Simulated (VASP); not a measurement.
# ZnS (Sphalerite) with r2SCAN: from relaxation to properties

Aim: relax ZnS (Sphalerite) with r2SCAN, compute its properties on that cell and hold them against experiment. The steps: full relaxation (r2SCAN), second relaxation, density, ELF and potential (r2SCAN), bands along the symmetry lines (r2SCAN), density of states (r2SCAN), optical spectrum (r2SCAN), band structure (HSE06) and bands along the symmetry lines (TB-mBJ). The start is a cell from a database of measured crystal structures.

Program: VASP 6.6.1. Level of theory: r2SCAN; plane waves and PAW (Zn, S), in the first sound run; inputs show where later runs differ. Results are calculated unless marked as measured.

Experimental background.

For ZnS, sphalerite (zinc blende) (untreated commercial multispectral-grade CVD/HIP polycrystalline window), “On the Surface Hardening of Zinc Sulfide Windows by Gallium Sulfide” (2024, pmc:11595366) gives, by powder X-ray diffraction: lattice constant a (cubic a, untreated; bracketed figure appears to be the next digit …) 5.411 Å [commercial polycrystalline ceramic window; bracketed digit ambiguous (next digit or …].

“Electronic, vibrational, and thermodynamic properties of ZnS (zincblende and rocksalt structure)” (2009, arxiv:0911.5022) quotes from earlier work for ZnS, zincblende (literature value, sample not described, 19 K): band gap (direct gap E0 at Gamma) 3.85 eV [literature value at 19 K; includes electron-phonon renormalization, which the paper puts …].

## (1) The starting structure

Before any relaxation, the start is as follows. It takes space group F-43m (No. 216, cubic). The conventional cell has a = 5.409 Å, b = 5.409 Å, c = 5.409 Å, α = 90.00°, β = 90.00°, γ = 90.00°. Nearest to Zn lie 4 S at 2.34 Å. S has 4 Zn at 2.34 Å nearest. Farther neighbours and most contacts between anions are not listed.

Coordinates:

```cif
data_structure
_symmetry_space_group_name_H-M 'P 1'
_symmetry_Int_Tables_number 1
_cell_length_a 3.8250
_cell_length_b 3.8250
_cell_length_c 3.8250
_cell_angle_alpha 60.000
_cell_angle_beta 60.000
_cell_angle_gamma 60.000
_cell_volume 39.57
loop_
_atom_site_label
_atom_site_type_symbol
_atom_site_fract_x
_atom_site_fract_y
_atom_site_fract_z
_atom_site_occupancy
Zn1 Zn 0.00000 0.00000 0.00000 1
S2 S 0.25000 0.25000 0.25000 1
```

## (2) Full relaxation (r2SCAN)

Properties are meant for the cell that this level of theory prefers, so cell and atoms are relaxed first (ISIF = 3) until forces and stress are small; EDIFFG sets the threshold. r2SCAN adds the kinetic-energy density, costs more than a GGA and is run with LASPH.

Input file INCAR:

```
SYSTEM = ZnS
PREC = Accurate
ENCUT = 400
EDIFF = 1E-06
NELM = 100
ISMEAR = 0
SIGMA = 0.05
LREAL = .FALSE.
ALGO = Normal
METAGGA = R2SCAN
LASPH = .TRUE.
NBANDS = 15
LORBIT = 11
LWAVE = .FALSE.
LCHARG = .FALSE.
KPAR = 2
IBRION = 2
NSW = 60
ISIF = 3
EDIFFG = -0.01
```

Input file POSCAR:

```
ZnS
1.0
    0.0000000000      2.7046500000      2.7046500000
    2.7046500000      0.0000000000      2.7046500000
    2.7046500000      2.7046500000      0.0000000000
Zn S
1 1
Direct
    0.0000000000      0.0000000000      0.0000000000
    0.2500000000      0.2500000000      0.2500000000
```

Input file KPOINTS:

```
Automatic mesh
0
Gamma
7 7 7
0 0 0
```

PAW data sets: Zn and S (PBE family, release 64).

The run is started by

```console
$ mpirun -np 2 vasp_std
```

Output:

```text
[banner, memory and clock lines left out]
running    2 mpi-ranks, on    1 nodes
 distrk:  each k-point on    1 cores,    2 groups
 distr:  one band on    1 cores,    1 groups

 POSCAR found type information on POSCAR ZnS
 POSCAR found :  2 types and       2 ions
|                                                                             |
|               ----> ADVICE to this user running VASP <----                  |
|                                                                             |
|     You enforced a specific xc type in the INCAR file but a different       |
|     [... a line on the potential file left out ...]
|     I HOPE YOU KNOW WHAT YOU ARE DOING!                                     |
|                                                                             |

 LDA part: xc-table for (None), standard interpolation
 POSCAR, INCAR and KPOINTS ok, starting setup
 FFT: planning ... GRIDC
 FFT: planning ... GRID_SOFT
 FFT: planning ... GRID
 WAVECAR not read
 entering main loop
       N       E                     dE             d eps       ncg     rms          rms(c)
DAV:   1     0.664396851253E+02    0.66440E+02   -0.79329E+03   600   0.123E+03
DAV:   2    -0.168705753550E+02   -0.83310E+02   -0.78102E+02   684   0.245E+02
DAV:   3    -0.218864687278E+02   -0.50159E+01   -0.49987E+01   733   0.626E+01
DAV:   4    -0.219350555837E+02   -0.48587E-01   -0.48580E-01   712   0.651E+00
DAV:   5    -0.219356407443E+02   -0.58516E-03   -0.58515E-03   789   0.659E-01    0.705E+00
DAV:   6    -0.188717134667E+02    0.30639E+01   -0.15248E+00   663   0.396E+01    0.634E+00
DAV:   7    -0.188415966806E+02    0.30117E-01   -0.42862E-01   733   0.110E+01    0.367E+00
DAV:   8    -0.188572803056E+02   -0.15684E-01   -0.31614E-02   663   0.173E+00    0.117E+00
DAV:   9    -0.188589714416E+02   -0.16911E-02   -0.29607E-03   776   0.125E+00    0.985E-02
DAV:  10    -0.188590965122E+02   -0.12507E-03   -0.83314E-04   705   0.306E-01    0.726E-02
DAV:  11    -0.188591341785E+02   -0.37666E-04   -0.20773E-04   761   0.377E-01    0.305E-02
DAV:  12    -0.188591379158E+02   -0.37373E-05   -0.62703E-05   754   0.209E-01    0.905E-03
DAV:  13    -0.188591405268E+02   -0.26110E-05   -0.65365E-06   775   0.562E-02    0.424E-03
DAV:  14    -0.188591433387E+02   -0.28119E-05   -0.15391E-06   455   0.105E-02    0.128E-03
DAV:  15    -0.188591437096E+02   -0.37086E-06   -0.39226E-08   342   0.305E-03
   1 F= -.18859144E+02 E0= -.18859144E+02  d E =-.188591E+02
 curvature:   0.00 expect dE= 0.000E+00 dE for cont linesearch  0.000E+00
 trial: gam= 0.00000 g(F)=  0.127E-43 g(S)=  0.570E-02 ort = 0.000E+00 (trialstep = 0.100E+01)
 search vector abs. value=  0.570E-02
 bond charge predicted
       N       E                     dE             d eps       ncg     rms          rms(c)
DAV:   1    -0.189368015793E+02   -0.77658E-01   -0.84590E-01   726   0.202E+01    0.202E+00
DAV:   2    -0.188708351687E+02    0.65966E-01   -0.19379E-01   740   0.149E+01    0.803E-01
DAV:   3    -0.188638180540E+02    0.70171E-02   -0.65601E-03   677   0.855E-01    0.366E-01
DAV:   4    -0.188616008552E+02    0.22172E-02   -0.13393E-03   789   0.578E-01    0.191E-01
DAV:   5    -0.188614211901E+02    0.17967E-03   -0.29341E-04   859   0.196E-01    0.713E-02
DAV:   6    -0.188613590109E+02    0.62179E-04   -0.49339E-05   871   0.110E-01    0.151E-02
DAV:   7    -0.188613603250E+02   -0.13141E-05   -0.11567E-05   614   0.297E-02    0.608E-03
DAV:   8    -0.188613616923E+02   -0.13673E-05   -0.28008E-07   342   0.785E-03    0.162E-03
DAV:   9    -0.188613618317E+02   -0.13934E-06   -0.13690E-07   307   0.679E-03
   2 F= -.18861362E+02 E0= -.18861362E+02  d E =-.221812E-02
 trial-energy change:   -0.002218  1 .order   -0.001802   -0.005696    0.002091
 step:   0.7855(harm=  0.7315)  dis= 0.00000  next Energy=   -18.861582 (dE=-0.244E-02)
 bond charge predicted
       N       E                     dE             d eps       ncg     rms          rms(c)
DAV:   1    -0.188650817969E+02   -0.37201E-02   -0.39486E-02   705   0.450E+00    0.428E-01
DAV:   2    -0.188619353866E+02    0.31464E-02   -0.82482E-03   740   0.273E+00    0.173E-01
DAV:   3    -0.188616264281E+02    0.30896E-03   -0.28342E-04   663   0.147E-01    0.797E-02
DAV:   4    -0.188615478329E+02    0.78595E-04   -0.44382E-05   775   0.811E-02    0.363E-02
DAV:   5    -0.188615559500E+02   -0.81171E-05   -0.17421E-05   884   0.576E-02    0.703E-03
DAV:   6    -0.188615570846E+02   -0.11347E-05   -0.45042E-06   621   0.196E-02    0.367E-03
DAV:   7    -0.188615565293E+02    0.55531E-06   -0.10018E-07   307   0.755E-03
   3 F= -.18861557E+02 E0= -.18861557E+02  d E =-.241282E-02
 curvature:  -0.35 expect dE=-0.929E-05 dE for cont linesearch -0.929E-05
 trial: gam= 0.00000 g(F)=  0.491E-44 g(S)=  0.265E-04 ort =-0.388E-03 (trialstep = 0.957E+00)
 search vector abs. value=  0.265E-04
 reached required accuracy - stopping structural energy minimisation
```

Run time: 1.9 min. Hardware: 2 MPI ranks of AMD EPYC 7R43, shared host; peak memory 0.25 GiB.

Lines that name or quote the potential files are left out of all logs, and their timing lines are given in words.

From OUTCAR (step 2):

```text
ion  position               nearest neighbor table
   1  0.000  0.000  0.000-   2 2.34   2 2.34   2 2.34   2 2.34
   2  0.250  0.250  0.250-   1 2.34   1 2.34   1 2.34   1 2.34

  LATTYP: Found a face centered cubic cell.
 ALAT       =     5.4093000000

 Subroutine GETGRP returns: Found 24 space group operations
 (whereof 24 operations were pure point group operations)

The static configuration has the point symmetry T_d .

 Found     20 irreducible k-points:

   k-points           NKPTS =     20   k-points in BZ     NKDIM =     20   number of bands    NBANDS=     15

   dimension x,y,z NGX =    28 NGY =   28 NGZ =   28
   dimension x,y,z NGXF=    56 NGYF=   56 NGZF=   56

   ENCUT  =  400.0 eV  29.40 Ry    5.42 a.u.   6.24  6.24  6.24*2*pi/ulx,y,z

   NELECT =      18.0000    total number of electrons

 k-points in reciprocal lattice and weights: Automatic mesh
   0.00000000  0.00000000  0.00000000       0.003
   0.14285714  0.00000000  0.00000000       0.023
   0.28571429  0.00000000  0.00000000       0.023
   0.42857143  0.00000000  0.00000000       0.023
   0.14285714  0.14285714  0.00000000       0.017
   0.28571429  0.14285714  0.00000000       0.070
   0.42857143  0.14285714  0.00000000       0.070
  -0.42857143  0.14285714  0.00000000       0.070
  -0.28571429  0.14285714  0.00000000       0.070
[...]
-0.42857143  0.42857143  0.14285714       0.070
  -0.28571429  0.42857143  0.14285714       0.070

 average (electrostatic) potential at core
       1 -41.6823       2 -91.5063

 E-fermi :   2.1658

 k-point     1 :       0.0000    0.0000    0.0000
  band No.  band energies     occupation
    ...
      5      -4.0310      2.00000
      6      -4.0310      2.00000
      7       1.9554      2.00000
      8       1.9554      2.00000
      9       1.9554      2.00000
     10       4.6900      0.00000
     11       8.8461      0.00000
     12       8.8463      0.00000
     13       8.8463      0.00000
     14      14.2737      0.00000
    ...

 k-point     2 :       0.1429    0.0000    0.0000
  band No.  band energies     occupation
    ...
      5      -4.0327      2.00000
      6      -4.0327      2.00000
      7       0.6124      2.00000
      8       1.7596      2.00000
      9       1.7597      2.00000
     10       5.6151      0.00000
     11       8.7759      0.00000
     12       9.1790      0.00000
     13       9.1792      0.00000
     14      13.5601      0.00000
    ...

 k-point     3 :       0.2857    0.0000    0.0000
  band No.  band energies     occupation
    ...
      5      -4.0258      2.00000
      6      -4.0257      2.00000
      7      -1.4191      2.00000
      8       1.3681      2.00000
      9       1.3681      2.00000
     10       5.9954      0.00000
     11       9.5106      0.00000
     12       9.5108      0.00000
     13       9.8499      0.00000
     14      13.6798      0.00000
    ...

  Total        0.0191305      0.0191305      0.0191305      0.0000000      0.0000000      0.0000000
  in kB        0.7870778      0.7870778      0.7870778      0.0000000      0.0000000      0.0000000
  external PRESSURE =       0.7870778 kB  Pullay stress =       0.0000000 kB

  energy-cutoff  :      400.00
  volume of cell :       38.94
      direct lattice vectors                 reciprocal lattice vectors
     0.000000000  2.690273677  2.690273677    -0.185854697  0.185854697  0.185854697
     2.690273677  0.000000000  2.690273677     0.185854697 -0.185854697  0.185854697
     2.690273677  2.690273677 -0.000000000     0.185854697  0.185854697 -0.185854697

 POSITION                                       TOTAL-FORCE (eV/Angst)
 -----------------------------------------------------------------------------------
      0.00000      0.00000      0.00000         0.000000      0.000000     -0.000000
      1.34514      1.34514      1.34514        -0.000000     -0.000000      0.000000
 -----------------------------------------------------------------------------------
    total drift:                                0.000012      0.000012      0.000011

  FREE ENERGIE OF THE ION-ELECTRON SYSTEM (eV)
  ---------------------------------------------------
  free  energy   TOTEN  =       -18.8615565293 eV

  energy  without entropy=      -18.8615565293  energy(sigma->0) =      -18.86155653

 reached required accuracy - stopping structural energy minimisation

 total charge
# of ion       s       p       d       tot
------------------------------------------
    1        0.504   0.486   9.818  10.808
    2        1.302   2.471   0.000   3.773
--------------------------------------------------
tot          1.806   2.956   9.818  14.580

[... 3 further parts left out ...]
```

The gap is read on the k-mesh alone, so it is an upper bound where the band edges lie off the mesh. The PAW data sets were made with PBE, which is usual practice but a small mismatch for other functionals. The run keeps the 24 symmetry operations of its start, so it cannot find a distortion of lower symmetry.

Step by step:

| step | energy less that of the first step (eV) | largest force (eV/Å) | pressure (GPa) | volume (Å³) |
| --- | --- | --- | --- | --- |
| 1 | 0.0000 | 0.0000 | -1.14 | 39.57 |
| 2 | -0.0022 | 0.0000 | 0.43 | 38.77 |
| 3 | -0.0024 | 0.0000 | 0.08 | 38.94 |

| conventional cell, symmetrised | before | after | change |
| --- | --- | --- | --- |
| a (Å) | 5.409 | 5.381 | -0.5 % |
| b (Å) | 5.409 | 5.381 | -0.5 % |
| c (Å) | 5.409 | 5.381 | -0.5 % |
| volume (Å³/atom) | 19.78 | 19.47 | -1.6 % |

Final coordinates:

```
Zn S
1.0
     0.00000    2.69027    2.69027
     2.69027    0.00000    2.69027
     2.69027    2.69027    0.00000
Zn S
1 1
Direct
  0.00000 0.00000 0.00000
  0.25000 0.25000 0.25000
```

This step gave:

```yaml
electrons: 18
bands: 15
irreducible_k_points: 20
symmetry_operations: 24
free_energy_toten: -18.86 eV
fermi_energy: 2.166 eV
pressure: 0.07871 GPa
metallic: no
valence_top_at_k: 0, 0, 0
conduction_bottom_at_k: 0, 0, 0
least_direct_gap_at_k: 0, 0, 0
scf_cycles_over_all_ionic_steps: 31
gap_on_the_k_mesh: 2.735 eV
least_direct_gap_on_the_k_mesh: 2.735 eV
```

It ends with forces that vanish by symmetry and a pressure of 0.08 GPa. The volume lies -1.6 % from that of the database's start, which holds the thermal and zero-point expansion of its experiment.

## (3) Second relaxation

A relaxation keeps the plane waves of the cell it began with, so it is repeated from the new cell, on a basis made for it.

INCAR is that of step 2.

Input file POSCAR:

```
ZnS
1.0
    0.0000000000      2.6902736767      2.6902736767
    2.6902736767      0.0000000000      2.6902736767
    2.6902736767      2.6902736767      0.0000000000
Zn S
1 1
Direct
    0.0000000000      0.0000000000      0.0000000000
    0.2500000000      0.2500000000      0.2500000000
```

KPOINTS is that of step 2.

The run is started by

```console
$ mpirun -np 2 vasp_std
```

Output:

```text
[banner, memory and clock lines left out]
running    2 mpi-ranks, on    1 nodes
 distrk:  each k-point on    1 cores,    2 groups
 distr:  one band on    1 cores,    1 groups

 POSCAR found type information on POSCAR ZnS
 POSCAR found :  2 types and       2 ions
 [... a notice as in an earlier step ...]

 LDA part: xc-table for (None), standard interpolation
 POSCAR, INCAR and KPOINTS ok, starting setup
 FFT: planning ... GRIDC
 FFT: planning ... GRID_SOFT
 FFT: planning ... GRID
 WAVECAR not read
 entering main loop
       N       E                     dE             d eps       ncg     rms          rms(c)
DAV:   1     0.651008361133E+02    0.65101E+02   -0.77831E+03   600   0.119E+03
DAV:   2    -0.169484563015E+02   -0.82049E+02   -0.78243E+02   684   0.239E+02
DAV:   3    -0.218814200402E+02   -0.49330E+01   -0.49171E+01   691   0.626E+01
DAV:   4    -0.219295365305E+02   -0.48116E-01   -0.48105E-01   733   0.643E+00
DAV:   5    -0.219301048547E+02   -0.56832E-03   -0.56831E-03   754   0.667E-01    0.727E+00
DAV:   6    -0.188743795117E+02    0.30557E+01   -0.15301E+00   663   0.399E+01    0.649E+00
DAV:   7    -0.188432387028E+02    0.31141E-01   -0.43077E-01   733   0.111E+01    0.375E+00
DAV:   8    -0.188584802135E+02   -0.15242E-01   -0.32209E-02   656   0.175E+00    0.118E+00
DAV:   9    -0.188599670468E+02   -0.14868E-02   -0.30828E-03   769   0.131E+00    0.103E-01
DAV:  10    -0.188600832826E+02   -0.11624E-03   -0.85279E-04   712   0.314E-01    0.723E-02
DAV:  11    -0.188601170113E+02   -0.33729E-04   -0.22877E-04   768   0.414E-01    0.389E-02
DAV:  12    -0.188601221473E+02   -0.51360E-05   -0.79269E-05   740   0.244E-01    0.955E-03
DAV:  13    -0.188601233055E+02   -0.11582E-05   -0.60562E-06   761   0.465E-02    0.466E-03
DAV:  14    -0.188601265823E+02   -0.32768E-05   -0.10122E-06   349   0.791E-03    0.169E-03
DAV:  15    -0.188601271844E+02   -0.60212E-06   -0.64374E-08   328   0.370E-03
   1 F= -.18860127E+02 E0= -.18860127E+02  d E =-.188601E+02
 curvature:   0.00 expect dE= 0.000E+00 dE for cont linesearch  0.000E+00
 trial: gam= 0.00000 g(F)=  0.108E-43 g(S)=  0.209E-04 ort = 0.000E+00 (trialstep = 0.100E+01)
 search vector abs. value=  0.209E-04
 reached required accuracy - stopping structural energy minimisation
```

Elapsed: 41 s, on 2 MPI ranks; peak memory 0.25 GiB; 80 s of CPU time.

Parts of OUTCAR (step 3):

```text
  LATTYP: Found a face centered cubic cell.
 ALAT       =     5.3805473534

The static configuration has the point symmetry T_d .

 Found     20 irreducible k-points:

   ENCUT  =  400.0 eV  29.40 Ry    5.42 a.u.   6.20  6.20  6.20*2*pi/ulx,y,z

   NELECT =      18.0000    total number of electrons

 E-fermi :   2.1659

 k-point     1 :       0.0000    0.0000    0.0000
  band No.  band energies     occupation
    ...
      5      -4.0302      2.00000
      6      -4.0302      2.00000
      7       1.9556      2.00000
      8       1.9556      2.00000
      9       1.9556      2.00000
     10       4.6900      0.00000
     11       8.8460      0.00000
     12       8.8462      0.00000
     13       8.8462      0.00000
     14      14.2738      0.00000
    ...

 k-point     2 :       0.1429    0.0000    0.0000
  band No.  band energies     occupation
    ...
      5      -4.0320      2.00000
      6      -4.0320      2.00000
      7       0.6126      2.00000
      8       1.7599      2.00000
      9       1.7599      2.00000
     10       5.6151      0.00000
     11       8.7758      0.00000
     12       9.1789      0.00000
     13       9.1791      0.00000
     14      13.5602      0.00000
    ...

  Total        0.0169886      0.0169886      0.0169886     -0.0000000     -0.0000000     -0.0000000
  in kB        0.6989540      0.6989540      0.6989540     -0.0000000     -0.0000000     -0.0000000
  external PRESSURE =       0.6989540 kB  Pullay stress =       0.0000000 kB

  energy-cutoff  :      400.00
  volume of cell :       38.94
      direct lattice vectors                 reciprocal lattice vectors
     0.000000000  2.690273677  2.690273677    -0.185854697  0.185854697  0.185854697
     2.690273677  0.000000000  2.690273677     0.185854697 -0.185854697  0.185854697
     2.690273677  2.690273677  0.000000000     0.185854697  0.185854697 -0.185854697

 POSITION                                       TOTAL-FORCE (eV/Angst)
 -----------------------------------------------------------------------------------
      0.00000      0.00000      0.00000        -0.000000     -0.000000     -0.000000
      1.34514      1.34514      1.34514         0.000000      0.000000      0.000000
 -----------------------------------------------------------------------------------
    total drift:                                0.000012      0.000012      0.000011

  FREE ENERGIE OF THE ION-ELECTRON SYSTEM (eV)
  ---------------------------------------------------
  free  energy   TOTEN  =       -18.8601271844 eV

  energy  without entropy=      -18.8601271844  energy(sigma->0) =      -18.86012718

 total charge
# of ion       s       p       d       tot
------------------------------------------
    1        0.504   0.486   9.818  10.808
    2        1.302   2.470   0.000   3.773
--------------------------------------------------
tot          1.806   2.956   9.818  14.580

[... 5 parts as in an earlier step ...]

[... 6 further parts left out ...]
```

Little changed from the start: no atom moved by 0.005 Å and no cell edge by 0.1 %.

This step gave:

```yaml
pressure: 0.06990 GPa
scf_cycles_over_all_ionic_steps: 15
gap_on_the_k_mesh: 2.734 eV
least_direct_gap_on_the_k_mesh: 2.734 eV
```

It ends with forces that vanish by symmetry and a pressure of 0.07 GPa. The volume moved by under 0.01 %: the run met its threshold at the first step.

[end of part 1 of 4]

[Lines on the potential files, build, host, timing and source positions are cut from VASP's logs without a mark.]

[Logs are printed without paths, hosts, clocks, repeated set-up lines and the standing remarks that a program may print on its own settings, such as how far it seeks lower states.]

[Hosts, paths, dates, database ids (printed as entryN), source tags and the programs' standing remarks are cut or masked in the printed files.]

[A measured line is paired with the nearest computed mode of its activity, which favours agreement.]
